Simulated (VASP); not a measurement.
# Be3Se2O (I-4m2) in VASP: further runs, part 2 of 2

VASP 6.6.1. Earlier steps stand in the parts before.

## Step 3: Relaxation of cell and atoms, PBE

INCAR

```
SYSTEM = Be3Se2O
ALGO = Normal ; EDIFF = 1E-7
EDIFFG = -0.005 ; ENCUT = 520
GGA = PE ; IBRION = 2
ISIF = 3 ; ISMEAR = 0
KPAR = 4 ; LASPH = .TRUE.
LCHARG = .FALSE. ; LREAL = .FALSE.
LWAVE = .FALSE. ; NELM = 120
NSW = 60 ; POTIM = 0.3
PREC = Accurate ; SIGMA = 0.03
```

KPOINTS

```
k-points
0
G
  10 10 10
  0 0 0
```

POSCAR

```
Be3Se2O                                 
1.0
   -1.6996690372      1.6996690372      6.9359614461
    1.6996690372     -1.6996690372      6.9359614461
    1.6996690372      1.6996690372     -6.9359614461
  Be              Se              O             
     3     2     1
Direct
     0.9478214688109107    0.4478214688109108    0.5000000000000000
     0.5521785311890893    0.0521785311890892    0.5000000000000000
     0.2500000000000000    0.7500000000000000    0.5000000000000000
     0.6526464634448194    0.6526464634448194    1.0000000000000000
     0.3473535365551806    0.3473535365551806    0.0000000000000000
     0.0000000000000000    1.0000000000000000    1.0000000000000000
```

Potentials or basis: VASP PAW PBE potentials, release 64 (Be, Se, O).

Command:

```console
cat potpaw_PBE.64/Be/POTCAR potpaw_PBE.64/Se/POTCAR potpaw_PBE.64/O/POTCAR > POTCAR
mpirun -np 4 vasp_std > vasp.out
```

OUTCAR:

```text
SYSTEM = Be3Se2O
   EDIFF = 1E-7
   EDIFFG = -0.005
   ENCUT = 520
   GGA = PE
   IBRION = 2
   ISIF = 3
   ISMEAR = 0
   LASPH = .TRUE.
   LREAL = .FALSE.
   NELM = 120
   NSW = 60
   POTIM = 0.3
   PREC = Accurate

 ion  position               nearest neighbor table
   1  0.948  0.448  0.500-   6 1.85   6 1.85   5 2.20   5 2.20
   2  0.552  0.052  0.500-   6 1.85   6 1.85   4 2.20   4 2.20
   3  0.250  0.750  0.500-   5 2.17   4 2.17   5 2.17   4 2.17
   4  0.653  0.653  0.000-   3 2.17   3 2.17   2 2.20   2 2.20
   5  0.347  0.347  0.000-   3 2.17   3 2.17   1 2.20   1 2.20
   6  0.000  0.000  0.000-   2 1.85   1 1.85   2 1.85   1 1.85

  LATTYP: Found a body centered tetragonal cell.
 ALAT       =     3.3993380744
 C/A-ratio  =     4.0807717822

  Lattice vectors:

 A1 = (  -1.6996690372,   1.6996690372,   6.9359614461)
 A2 = (   1.6996690372,  -1.6996690372,   6.9359614461)
 A3 = (   1.6996690372,   1.6996690372,  -6.9359614461)

Analysis of symmetry for initial positions (statically):
=====================================================================
 Subroutine PRICEL returns:
[... 184 lines left out ...]

  FORCE on cell =-STRESS in cart. coord.  units (eV):
  Direction    XX          YY          ZZ          XY          YZ          ZX
  --------------------------------------------------------------------------------------
  -------------------------------------------------------------------------------------
  Total        0.0406881      0.0406881     -0.0325950      0.0000000     -0.0000000      0.0000000
  in kB        0.8133590      0.8133590     -0.6515769      0.0000000     -0.0000000      0.0000000
  external PRESSURE =       0.3250471 kB  Pullay stress =       0.0000000 kB
[... 227 lines left out ...]
--------------------------------------- Ionic step        7  -------------------------------------------

 number of electron      23.9999998 magnetization

 Free energy of the ion-electron system (eV)
  ---------------------------------------------------
  ext. energy  EPLUGINS =         0.00000000
  ---------------------------------------------------
  free energy    TOTEN  =       -29.93612198 eV

  energy without entropy =      -29.93612198  energy(sigma->0) =      -29.93612198

 E-fermi :   4.3498     XC(G=0):  -9.9183

 val. band max:        4.1767899971   @ k =   0.0000   0.0000   0.0000
 cond. band min:       6.2108323325   @ k =   0.0000   0.0000   0.0000
 fundamental gap:      2.0340423354
 Fermi energy:         4.3497751230

 k-point     1 :       0.0000    0.0000    0.0000
  band No.  band energies     occupation
      1     -14.2865      2.00000
      2      -9.6021      2.00000
      3      -8.8511      2.00000
      4      -1.1195      2.00000
      5      -0.5013      2.00000
      6      -0.5013      2.00000
[... 433 lines left out ...]
      3      -8.0622      2.00000
      4      -1.7380      2.00000
      5      -1.4448      2.00000
      6      -0.6959      2.00000
[... 8 lines left out ...]
     15       9.5046      0.00000
     16       9.9322      0.00000

 [... further k-points ...]
[... 5 lines left out ...]
  --------------------------------------------------------------------------------------
  -------------------------------------------------------------------------------------
  Total        0.0002309      0.0002309      0.0067748      0.0000000      0.0000000      0.0000000
  in kB        0.0046152      0.0046152      0.1354108      0.0000000      0.0000000      0.0000000
  external PRESSURE =       0.0482138 kB  Pullay stress =       0.0000000 kB
[... 21 lines left out ...]
  FREE ENERGIE OF THE ION-ELECTRON SYSTEM (eV)
  ---------------------------------------------------
  free  energy   TOTEN  =       -29.9361219753 eV

  energy  without entropy=      -29.9361219753  energy(sigma->0) =      -29.93612198

 reached required accuracy - stopping structural energy minimisation
```

OSZICAR:

```text
N       E                     dE             d eps       ncg     rms          rms(c)
DAV:   1     0.984467313167E+02    0.98447E+02   -0.10498E+04  3264   0.130E+03
DAV:   2    -0.240722723566E+02   -0.12252E+03   -0.11982E+03  4352   0.223E+02
DAV:   3    -0.313345116823E+02   -0.72622E+01   -0.72422E+01  4552   0.647E+01
[... 47 lines left out ...]
       N       E                     dE             d eps       ncg     rms          rms(c)
DAV:   1    -0.299361225430E+02   -0.33309E-05   -0.69863E-05  3296   0.593E-02    0.468E-03
DAV:   2    -0.299361222354E+02    0.30755E-06   -0.14106E-06  4792   0.886E-03    0.253E-03
DAV:   3    -0.299361220144E+02    0.22104E-06   -0.53105E-07  3776   0.524E-03    0.958E-04
DAV:   4    -0.299361219753E+02    0.39088E-07   -0.58848E-08  2368   0.217E-03
   7 F= -.29936122E+02 E0= -.29936122E+02  d E =-.280862E-05
```

Run time: 5.1 min. Hardware: 4 MPI ranks of AMD EPYC 9R45 (Zen 5), shared host; peak memory 0.55 GiB.

Results:

* Free energy: -29.9361 eV
* Relaxed volume: 13.36 Å³/atom
* Relaxed cell: a = 7.334 Å, b = 7.334 Å, c = 7.334 Å, α = 153.18°, β = 153.18°, γ = 38.29°
* Space group after relaxing (to 0.05 Å): I-4m2 (No. 119)
* Energy gained by relaxing: 0.0 meV/atom
* Ionic steps: 7
* Pressure after relaxing: 0.0 GPa
* Band gap on the k mesh: 2.03 eV, direct

Forces in eV/Å, atoms in the order of the input:
```
Be   0.000  0.000  0.003
Be   0.000  0.000 -0.003
Be   0.000  0.000  0.000
Se   0.000  0.000 -0.001
Se   0.000  0.000  0.001
O    0.000  0.000  0.000
```

Final structure:
```xyz
6
Lattice="-1.7007 1.7007 6.9281 1.7007 -1.7007 6.9281 1.7007 1.7007 -6.9281" Properties=species:S:1:pos:R:3 pbc="T T T"
Be    0.0000    1.7007    6.2060
Be    0.0000    1.7007    0.7220
Be    1.7007    0.0000    3.4640
Se    0.0000    0.0000    9.0424
Se    0.0000    0.0000    4.8138
O     1.7007    1.7007   -6.9281
```

A k mesh can miss the band edges. Expect the measured gap to be larger: semilocal functionals such as PBE lack the derivative discontinuity.

## Step 4: Single point, r2SCAN

INCAR

```
SYSTEM = Be3Se2O
ALGO = Normal ; EDIFF = 1E-6
ENCUT = 520 ; ISIF = 2
ISMEAR = 0 ; KPAR = 4
LASPH = .TRUE. ; LCHARG = .FALSE.
LMIXTAU = .TRUE. ; LREAL = .FALSE.
LWAVE = .FALSE. ; METAGGA = R2SCAN
NBANDS = 21 ; NELM = 150
PREC = Accurate ; SIGMA = 0.03
```

KPOINTS is that of step 3.

POSCAR

```
Be3Se2O                                 
1.0
   -1.7007467626      1.7007467626      6.9280701937
    1.7007467626     -1.7007467626      6.9280701937
    1.7007467626      1.7007467626     -6.9280701937
  Be              Se              O             
     3     2     1
Direct
     0.9478912160317950    0.4478912160317952    0.5000000000000000
     0.5521087839682050    0.0521087839682049    0.5000000000000000
     0.2500000000000000    0.7500000000000000    0.5000000000000000
     0.6525880730943169    0.6525880730943169    0.0000000000000000
     0.3474119269056831    0.3474119269056831    0.0000000000000000
     0.0000000000000000    0.0000000000000000    1.0000000000000000
```

Command:

```console
cat potpaw_PBE.64/Be/POTCAR potpaw_PBE.64/Se/POTCAR potpaw_PBE.64/O/POTCAR > POTCAR
mpirun -np 4 vasp_std > vasp.out
```

Wall time 9.7 min (4 MPI ranks of AMD EPYC 9R45 (Zen 5), shared host); peak memory 0.56 GiB.

It converged, with:

* Free energy: -55.1654 eV
* Pressure: -1.1 GPa
* Largest force: 0.071 eV/Å
* Band gap on the k mesh: 2.61 eV, direct

Forces on the atoms (eV/Å):
```
Be   0.000  0.000 -0.071
Be   0.000  0.000  0.071
Be   0.000  0.000  0.000
Se   0.000  0.000 -0.052
Se   0.000  0.000  0.052
O    0.000  0.000  0.000
```

Stress tensor (GPa, compression positive):
```
-1.19  0.00  0.00
 0.00 -1.19  0.00
 0.00  0.00 -1.03
```

Levels at points of the mesh, in eV from the valence-band top:
```csv
k point,band 8,band 9,band 10,band 11,band 12,band 13,band 14,band 15,band 16,band 17
"(0.00, 0.00, 0.00)",-1.63,-1.63,-0.91,0.00,0.00,2.61,4.70,5.70,6.28,6.81
"(0.50, 0.00, 0.00)",-3.15,-2.79,-1.80,-0.55,-0.35,4.24,5.22,6.49,6.90,7.10
"(0.50, 0.50, 0.00)",-4.02,-3.89,-3.88,-3.13,-2.92,3.14,5.02,5.40,5.99,6.09
"(0.50, 0.50, 0.50)",-2.41,-1.36,-1.36,-0.31,-0.31,3.18,4.80,5.51,6.90,6.90
```

Caveat: the PAW data sets were made with another functional, which shifts forces and pressure a little.
